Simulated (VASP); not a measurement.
# MgAu: convergence with the k-mesh and SCF threshold, part 3 of 3

A convergence test on MgAu: the k-mesh and SCF threshold. The atoms are off their equilibrium sites, so that forces can be compared too. The series runs use LDA. The atoms of the start are displaced at random from the sites of a Pm-3m cell.

VASP 6.6.1; LDA; plane waves and PAW (Mg, Au).

Still holding for the runs below: This run has no spin polarisation. Its electron count is odd, so without a moment it is a metal by construction. The k-mesh is coarse for a metal.

So far. Step 14 (SCF threshold: EDIFF = 1E-05): Against the run before the energy stays within 0.01 meV an atom; the pressure moves by +0.10 GPa, after 10 cycles in 10 s.

The database entry behind the starting cell differs from later determinations by our own check (0.1 to 0.3 % short, probably kX units), so it need not match the best structure at ambient conditions.

### Step 15. SCF threshold: EDIFF = 1E-06

INCAR reads:

```
SYSTEM = MgAu
PREC = Accurate
ENCUT = 400
EDIFF = 1E-06
NELM = 100
ISMEAR = -1
SIGMA = 0.05
LREAL = .FALSE.
ALGO = Normal
GGA = CA
NBANDS = 12
LASPH = .TRUE.
LORBIT = 11
LWAVE = .FALSE.
LCHARG = .FALSE.
KPAR = 2
ISIF = 2
```

POSCAR reads:

```
MgAu
1.0
    3.2590000000      0.0000000000      0.0000000000
    0.0000000000      3.2590000000      0.0000000000
    0.0000000000      0.0000000000      3.2590000000
Mg Au
1 1
Direct
    0.5219470000      0.5221410000      0.4901230000
   -0.0075760000      0.0156050000      0.0001470000
```

KPOINTS reads:

```
Automatic mesh
0
Gamma
7 7 7
0 0 0
```

Potentials, in the order of the species: Mg and Au (PBE family, release 64).

Run with:

```bash
$ mpirun -np 2 vasp_std
```

The log of the run:

```text
[... set-up lines as in an earlier step ...]
 entering main loop
       N       E                     dE             d eps       ncg     rms          rms(c)
[... 9 cycles as in an earlier step ...]
DAV:  10    -0.753002091811E+01    0.64889E-05   -0.19235E-05  4788   0.324E-02    0.519E-03
DAV:  11    -0.753002044102E+01    0.47709E-06   -0.11432E-06  2976   0.700E-03
   1 F= -.75300204E+01 E0= -.75276082E+01  d E =-.482458E-02
```

Wall time 11 s (2 MPI ranks of Intel Xeon Platinum 8259CL at 2.50GHz (Skylake/Cascade Lake), shared host); peak memory 0.33 GiB.

Parts of OUTCAR (step 15):

```text
  Total       -0.7474026     -0.7019071     -0.7052002      0.0282389     -0.0098647     -0.0431843
  in kB      -34.5949013    -32.4890586    -32.6414843      1.3070878     -0.4566058     -1.9988653
  external PRESSURE =     -33.2418147 kB  Pullay stress =       0.0000000 kB

 POSITION                                       TOTAL-FORCE (eV/Angst)
 -----------------------------------------------------------------------------------
      1.70103      1.70166      1.59731        -0.295925     -0.067547      0.103399
      3.23431      0.05086      0.00048         0.295925      0.067547     -0.103399
 -----------------------------------------------------------------------------------
    total drift:                                0.000368      0.000024     -0.000126

  FREE ENERGIE OF THE ION-ELECTRON SYSTEM (eV)
  ---------------------------------------------------
  free  energy   TOTEN  =        -7.5300204410 eV

  energy  without entropy=       -7.5251958611  energy(sigma->0) =       -7.52760815

[... 2 parts as in an earlier step ...]

[... 1 further part left out ...]
[key lines of the parts left out:]
E-fermi :   6.6691
```

Against the run before the energy stays within 0.01 meV an atom; the pressure moves by +0.01 GPa, after 11 cycles in 11 s.

### Step 16. SCF threshold: EDIFF = 1E-08

Changes to INCAR since step 15:

```diff
@@ -3,3 +3,3 @@
 ENCUT = 400
-EDIFF = 1E-06
+EDIFF = 1E-08
 NELM = 100
```

POSCAR is that of step 15.

KPOINTS is that of step 15.

Run with:

```bash
$ mpirun -np 2 vasp_std
```

The log of the run:

```text
[... set-up lines as in an earlier step ...]
 entering main loop
       N       E                     dE             d eps       ncg     rms          rms(c)
[... 10 cycles as in an earlier step ...]
DAV:  11    -0.753002044735E+01    0.47076E-06   -0.12088E-06  4888   0.700E-03    0.138E-03
DAV:  12    -0.753002037396E+01    0.73385E-07   -0.10092E-07  4876   0.216E-03    0.104E-03
DAV:  13    -0.753002037202E+01    0.19456E-08   -0.58848E-09  2604   0.544E-04
   1 F= -.75300204E+01 E0= -.75276081E+01  d E =-.482464E-02
```

Run time: 12 s. Hardware: 2 MPI ranks; peak memory 0.33 GiB.

From OUTCAR (step 16):

```text
  Total       -0.7453853     -0.6996864     -0.7029925      0.0282532     -0.0098681     -0.0432058
  in kB      -34.5015282    -32.3862692    -32.5393000      1.3077530     -0.4567624     -1.9998610
  external PRESSURE =     -33.1423658 kB  Pullay stress =       0.0000000 kB

 POSITION                                       TOTAL-FORCE (eV/Angst)
 -----------------------------------------------------------------------------------
      1.70103      1.70166      1.59731        -0.295737     -0.067505      0.103335
      3.23431      0.05086      0.00048         0.295737      0.067505     -0.103335
 -----------------------------------------------------------------------------------
    total drift:                               -0.000156     -0.000092      0.000051

  FREE ENERGIE OF THE ION-ELECTRON SYSTEM (eV)
  ---------------------------------------------------
  free  energy   TOTEN  =        -7.5300203720 eV

  energy  without entropy=       -7.5251957337  energy(sigma->0) =       -7.52760805

[... 2 parts as in an earlier step ...]

[... 1 further part left out ...]
[key lines of the parts left out:]
E-fermi :   6.6691
```

Against the run before the energy stays within 0.01 meV an atom; the pressure moves by +0.01 GPa, after 13 cycles in 12 s.

### Step 17. The SCF threshold series as a table

This step: convergence of LDA results with the threshold; plane waves and PAW (VASP 6.6.1).

This step runs nothing: it gathers the runs above.

Differences are taken from the run with EDIFF = 1E-08. Results of the series, by row:

```tsv
setting	status	energy less the reference (meV/atom)	pressure (GPa)	largest force difference (meV/Å)	SCF cycles	wall time (s)
EDIFF = 0.01	converged	-0.00242	-3.415	1.242	9	8.6
EDIFF = 0.001	converged	-0.002885	-3.441	1.285	9	8.6
EDIFF = 1E-04	converged	-0.003455	-3.433	0.096	9	9.4
EDIFF = 1E-05	converged	-2.10e-4	-3.335	1.149	10	10.2
EDIFF = 1E-06	converged	-5.00e-5	-3.324	0.188	11	10.6
EDIFF = 1E-08	converged	0	-3.314	0	13	12.4
```

### Step 18. Outcome

```json
{"k-mesh from which the energy stays within 10 meV/atom of the reference": "8 8 8", "k-mesh from which the energy stays within 1 meV/atom of the reference": "none before the reference itself", "k-mesh from which the pressure stays within 0.2 GPa of the reference": "10 10 10", "spread of the pressure over the k-mesh": "3.08 GPa", "spread of the energy over the k-mesh": "609 meV/atom", "SCF threshold from which the energy stays within 10 meV/atom of the reference": "EDIFF = 0.01", "SCF threshold from which the energy stays within 1 meV/atom of the reference": "EDIFF = 0.01", "SCF threshold from which the pressure stays within 0.2 GPa of the reference": "EDIFF = 0.01", "spread of the pressure over the SCF threshold": "0.127 GPa", "spread of the energy over the SCF threshold": "0.00346 meV/atom"}
```

What this shows: No run before the reference (13 13 13) settles within 1 meV an atom of it; the nearest step is off by -7.1 meV an atom, -0.04 GPa, 0.7 meV/Å in forces. The pressure holds within 0.2 GPa from 10 10 10 on. The energy swings above and below the reference, since the sum over k-points is not variational. A metal's Fermi surface slows this convergence. From EDIFF = 0.01 on, the energy stays within 1 meV an atom of the reference, at 69 % of its time. The pressure holds within 0.2 GPa from EDIFF = 0.01 on. The loosest stop saves 4 of 13 cycles and costs -0.0 meV an atom, -0.10 GPa, 1.2 meV/Å in forces. Differences are taken from the run with 13 13 13, which is itself not the exact limit. The runs at 2 2 2; 3 3 3; 4 4 4 are over 30 meV an atom or 2 GPa off and describe the material poorly.

[Lines on the potential files, build, host, timing and source positions are cut from VASP's logs without a mark.]

[Logs are printed without paths, hosts, clocks, repeated set-up lines and the standing remarks that a program may print on its own settings, such as how far it seeks lower states.]

[Hosts, paths, dates, database ids (printed as entryN), source tags and the programs' standing remarks are cut or masked in the printed files.]

[A measured line is paired with the nearest computed mode of its activity, which favours agreement.]
